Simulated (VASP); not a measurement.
Input:

```
Sb
1.0
    3.86747    -2.13904    -0.02006
    3.86747     2.13904    -0.02006
    2.70264     0.00000     3.49699
Sb
2
Direct
  0.23428   0.23428   0.23428
  0.76572   0.76572   0.76572
```

Level of theory: PBE GGA with D3 dispersion (zero damping), VASP's PBE PAW potentials (set 64) (plane waves; VASP). Settings: 520 eV cut-off, 7×7×7 Γ-centred mesh, Gaussian smearing of 0.050 eV, potentials Sb.

Question: The ions and cell shape at fixed volume are relaxed. Which structure does the run end with?

Answer: 
```
Sb
1.0
    3.82927    -2.15160    -0.04035
    3.82927     2.15160    -0.04035
    2.65760     0.00000     3.49735
Sb
2
Direct
  0.23718   0.23718   0.23718
  0.76282   0.76282   0.76282
```
Space group R-3m (166), at a tolerance of 0.03 Å.

Question: How much energy does the relaxation gain?

Answer: The energy (σ→0) changes by -5.3 meV/atom, in 6 ionic steps.

The compound is Sb in the a7 structure. This cell is one point of a volume scan, at 0.94 of the reference volume. Symmetry was kept, so distortions that lower it aren't found.
